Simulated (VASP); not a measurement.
**CsPbBr3: band gap against strain**

CsPbBr3 (cubic perovskite, Pm-3m, 43.312 Å³/atom and stress up to 0.03 GPa in the relaxed cell, cube axes along x, y and z) under an equal strain ε along all three axes. PBE in VASP (plane waves, PAW), 480 eV, 6×6×6 Γ-centred mesh, Gaussian smearing 0.05 eV; ions are relaxed, or left where forces stay under 0.02 eV/Å, within the symmetry of each cell. Against the start cell, which lies near the measured one, the relaxed cell differs by 7.1 % in volume; the values below rest on it. Gaps are the smallest on the run's k-mesh, which can miss an edge that lies off it, without spin-orbit coupling; in all rows the valence edge lies at about 0.9 Å⁻¹ from Γ and the conduction edge at about 0.9 Å⁻¹ from Γ.

Here s stands for strain and Eg for gap.

```csv
strain (%),gap (eV)
-3.00,?
-1.50,1.63
-1.00,1.68
-0.50,1.74
0.00,1.79
0.50,1.84
1.00,1.89
1.50,1.93
```

The 7 complete rows are fitted with a straight line, Eg against s. Means: s 0, Eg 1.786. About the means, the sum of products is 0.71000 and the sum of squares of s is 7.0000; the slope is their ratio. Least squares gives Eg = 1.786 + 0.1014·s. Residuals (row less fit): -0.004, -0.005, 0.005, 0.004, 0.003, 0.003, -0.008; standard error 0.006 (degrees of freedom: 5). Over these rows the gap moves by 10.1 ± 0.2 eV per unit strain, or 3.4 eV per unit of ln V.

Predict the withheld Eg at s = -3.00 from the fit, and compare with the calculation.

Eg = 1.786 + 0.1014 × (-3.0) = 1.482 eV. The calculation gives 1.43 eV, 0.052 eV below the prediction (10.4 % of the range of Eg in the table). The row lies outside the fitted rows, so this is an extrapolation. The scatter of the fitted rows lies at the last printed digit.

A polynomial of degree 2 through the 12 other runs of the series gives 1.44 there, so most of the miss is curvature that the fit leaves out. With Pb, Bi, Tl or Hg spin-orbit coupling changes such a gap by tenths of an eV to over 1 eV. The primitive cell can neither tilt nor turn polar against its symmetry, as such crystals can under strain. Other structures, which can take over under pressure, weren't tried. CsPbBr3 is here the ideal cubic form; the compound distorts at low or room temperature. Spin-orbit coupling is left out, which can shift this property for CsPbBr3. Rows are the converged runs of the series near zero and its far end, less any whose ions stayed unrelaxed beside relaxed ones; series whose fitted rows scatter by over a few per cent of the range, as at a crossing or softening among them, aren't shown in this form. Most that stay on the fit to the last digits aren't either.
